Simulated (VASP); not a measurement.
VASP ran on this input.

File POSCAR:
```
ZnCu2SnS4
1
   -2.7350569723     2.7350569792     5.4706290869
    2.7350569723    -2.7350569792     5.4706290869
    2.7350569792     2.7350569723    -5.4706290869
Zn Cu Sn S
1 2 1 4
Direct
  0.7500000000   0.2500000000   0.5000000000
  0.0000000000   0.0000000000   0.0000000000
  0.2500000000   0.7500000000   0.5000000000
  0.5000000000   0.5000000000   0.0000000000
  0.3638280232   0.3710560400   0.4763141696
  0.6289439600   0.1052581296   0.9927719832
  0.8947418704   0.8875138536   0.5236858304
  0.1124861464   0.6361719768   0.0072280168
```

### KPOINTS
```
Regular mesh
0
G
 5 5 5
0 0 0
```

**INCAR**
```
SYSTEM = ZnCu2SnS4
PREC = Accurate; ENCUT = 480; LREAL = F
LASPH = T
EDIFF = 1E-6; NELM = 100; ALGO = Normal
LMAXMIX = 4
ISMEAR = 0; SIGMA = 0.05
GGA = PE
IBRION = 2; NSW = 60; ISIF = 3
EDIFFG = -0.02
LWAVE = F; LCHARG = F
```

POTCAR, in this order: Zn Cu Sn S (PBE.64 set). Program: vasp_std.

**Question.** Translate this PBE calculation to Quantum ESPRESSO's pw.x.

**Answer.** One equivalent input (not run):
```
&CONTROL
  calculation = 'vc-relax'
  pseudo_dir = './pseudo'
  outdir = './out'
  tprnfor = .true.
  tstress = .true.
  nstep = 60
  forc_conv_thr = 0.00078
/
&SYSTEM
  ibrav = 0
  nat = 8
  ntyp = 4
  ecutwfc = 92
  occupations = 'smearing'
  smearing = 'gaussian'
  degauss = 0.003675
  input_dft = 'pbe'
/
&ELECTRONS
  conv_thr = 7.3e-08
  electron_maxstep = 100
/
&IONS
/
&CELL
/
ATOMIC_SPECIES
  Zn 65.380 Zn.upf
  Cu 63.546 Cu.upf
  Sn 118.710 Sn.upf
  S 32.060 S.upf
CELL_PARAMETERS angstrom
    -2.7350570    2.7350570    5.4706291
     2.7350570   -2.7350570    5.4706291
     2.7350570    2.7350570   -5.4706291
ATOMIC_POSITIONS crystal
  Zn   0.7500000  0.2500000  0.5000000
  Cu   0.0000000  0.0000000  0.0000000
  Cu   0.2500000  0.7500000  0.5000000
  Sn   0.5000000  0.5000000  0.0000000
  S    0.3638280  0.3710560  0.4763142
  S    0.6289440  0.1052581  0.9927720
  S    0.8947419  0.8875139  0.5236858
  S    0.1124861  0.6361720  0.0072280
K_POINTS automatic
  5 5 5 0 0 0
```
Limits of the translation: the potentials are each code's own (VASP's PAW set, PseudoDojo norm-conserving files in pw.x), so ENCUT and ecutwfc are chosen apart and not converted; conv_thr bounds pw.x's estimated SCF error, while EDIFF bounds the energy change between steps; forc_conv_thr acts on force components and is met together with etot_conv_thr.

The structure comes from a computed database's ZnCu2SnS4 entry (I-4), a phase known from measurement. It was relaxed first. The start is the result of an earlier pass.
